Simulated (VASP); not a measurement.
Data:

```
ZnSe
1.0
    0.00000     2.83500     2.83500
    2.83500     0.00000     2.83500
    2.83500     2.83500     0.00000
Zn Se
1 1
Direct
  0.00000   0.00000   0.00000
  0.25000   0.25000   0.25000
```

Computed with PBE GGA, VASP's PBE PAW potentials (set 64) (plane waves; VASP). Numerical set-up: 400 eV cut-off, 6×6×6 Γ-centred mesh, Gaussian smearing of 0.050 eV, potentials Zn Se.

### Question
Give the stress tensor in GPa (positive for a compressed cell).

### Answer

```
2.05  0.00  0.00
0.00  2.05  0.00
0.00  0.00  2.05
```
The pressure is its mean diagonal, 2.05 GPa.

The compound is ZnSe in the zinc blende structure. The cell was not relaxed at this level.
